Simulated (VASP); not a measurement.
Output of a VASP run:

**OSZICAR**
```
       N       E                     dE             d eps       ncg     rms          rms(c)
DAV:   1     0.353052722868E+03    0.35305E+03   -0.99838E+03  1928   0.128E+03
DAV:   2     0.538754854250E+01   -0.34767E+03   -0.34191E+03  2683   0.668E+02
DAV:   3    -0.136187924211E+02   -0.19006E+02   -0.18262E+02  3131   0.173E+02
DAV:   4    -0.139091412817E+02   -0.29035E+00   -0.28754E+00  2890   0.204E+01
DAV:   5    -0.139144808203E+02   -0.53395E-02   -0.53387E-02  3172   0.272E+00    0.749E+00
DAV:   6    -0.126593870728E+02    0.12551E+01   -0.29663E+00  2410   0.222E+01    0.223E+00
DAV:   7    -0.125032148488E+02    0.15617E+00   -0.70849E-01  2466   0.984E+00    0.878E-01
DAV:   8    -0.124934193625E+02    0.97955E-02   -0.32554E-02  2634   0.266E+00    0.261E-01
DAV:   9    -0.124916593387E+02    0.17600E-02   -0.10126E-02  2452   0.121E+00    0.229E-02
DAV:  10    -0.124916749354E+02   -0.15597E-04   -0.14493E-04  3200   0.179E-01    0.887E-03
DAV:  11    -0.124916697436E+02    0.51918E-05   -0.32284E-06  2164   0.235E-02    0.254E-03
DAV:  12    -0.124916721323E+02   -0.23888E-05   -0.65848E-07  1548   0.134E-02    0.120E-03
DAV:  13    -0.124916719422E+02    0.19009E-06   -0.14498E-07  1303   0.713E-03
   1 F= -.12491672E+02 E0= -.12492077E+02  d E =0.121649E-02
```

### OUTCAR
```
------------------------ aborting loop because EDIFF is reached ----------------------------------------
  FORCE on cell =-STRESS in cart. coord.  units (eV):
  Direction    XX          YY          ZZ          XY          YZ          ZX
  --------------------------------------------------------------------------------------
  Total       -0.0809098     -0.0809098     -0.6216636     -0.0000000      0.0000000      0.0000000
  in kB       -2.5924744     -2.5924743    -19.9190589     -0.0000000      0.0000000      0.0000000
  external PRESSURE =      -8.3680025 kB  Pullay stress =       0.0000000 kB
  volume of cell :       50.00
      direct lattice vectors                 reciprocal lattice vectors
     1.655000000 -2.866544000  0.000000000     0.302114804 -0.174426068  0.000000000
     1.655000000  2.866544000  0.000000000     0.302114804  0.174426068  0.000000000
     0.000000000  0.000000000  5.270000000     0.000000000  0.000000000  0.189753321
 POSITION                                       TOTAL-FORCE (eV/Angst)
 -----------------------------------------------------------------------------------
      1.65500      0.95552      1.31750         0.000000     -0.000000      0.000000
      1.65500     -0.95552      3.95250        -0.000000      0.000000      0.000000
 -----------------------------------------------------------------------------------
    total drift:                                0.000000      0.000695     -0.000015
  FREE ENERGIE OF THE ION-ELECTRON SYSTEM (eV)
  ---------------------------------------------------
  free  energy   TOTEN  =       -12.4916719422 eV

  energy  without entropy=      -12.4928884295  energy(sigma->0) =      -12.49207744
```
(Selected blocks of OUTCAR.)

POSCAR:
```
Sc
1
    1.6550000000    -2.8665440000     0.0000000000
    1.6550000000     2.8665440000     0.0000000000
    0.0000000000     0.0000000000     5.2700000000
Sc
2
Direct
  0.3333330000   0.6666670000   0.2500000000
  0.6666670000   0.3333330000   0.7500000000
```

Task: Write an INCAR and KPOINTS that could have produced this output.

Result: This is not unique; one that fits is the input of the run itself, PBE GGA, plane waves, VASP's PBE PAW potentials (set 64).

### KPOINTS
```
Automatic mesh
0
Gamma
11 11 6
0 0 0
```

**INCAR**
```
! general
SYSTEM =Sc
PREC   =Accurate
ENCUT  =400
LREAL  =F
LASPH  =T

! electronic loop
EDIFF  =1E-6
NELM   =100
ALGO   =Normal
LMAXMIX=4

! smearing
ISMEAR =1
SIGMA  =0.1

! functional
GGA    =PE

! ions
ISIF   =2

! output
LWAVE  =F
LCHARG =F
```

POTCAR, in this order: Sc_sv (PBE.64 set). Program: vasp_std.

The compound is Sc in the hcp structure. The cell was not relaxed at this level.
